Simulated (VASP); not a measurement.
## Zn4SSe3 (ordered alloy cell): computed properties

The numbers are results of PBEsol GGA, VASP's PBE PAW potentials (set 64) (plane waves; VASP 6.6.1), not measurements.

space group: Amm2 (38)
cell: a = 3.9348 Å, b = 7.8727 Å, c = 11.1250 Å, α = β = γ = 90.00°
volume per atom: 21.54 Å³/atom
band gap (over mesh and band path): 1.32 eV
smallest direct gap (over mesh and band path): 1.32 eV
band-edge character: direct, Γ to Γ
density: 5.11 g/cm³

```cif
data_SSe3Zn4
_chemical_formula_sum 'Zn4 Se3 S1'
_space_group_name_H-M_alt 'P 1'
_space_group_IT_number 1
_cell_length_a 7.86883
_cell_length_b 7.86883
_cell_length_c 3.93477
_cell_angle_alpha 59.997
_cell_angle_beta 59.997
_cell_angle_gamma 60.033
loop_
_space_group_symop_operation_xyz
  'x, y, z'
loop_
_atom_site_label
_atom_site_type_symbol
_atom_site_fract_x
_atom_site_fract_y
_atom_site_fract_z
_atom_site_occupancy
Zn1 Zn 0.99952 0.99952 0.00097 1
Zn2 Zn 0.98886 0.50445 0.00668 1
Zn3 Zn 0.50445 0.98886 0.00668 1
Zn4 Zn 0.50706 0.50706 0.98588 1
Se1 Se 0.12572 0.12572 0.24856 1
Se2 Se 0.12620 0.62364 0.25016 1
Se3 Se 0.62364 0.12620 0.25016 1
S1 S 0.62454 0.62454 0.25091 1
```

The structure was generated: Zn4SSe3 was put into an ordered model structure (Amm2), which need not be its known phase. It was relaxed first. Symmetry was kept, so distortions that lower it aren't found.
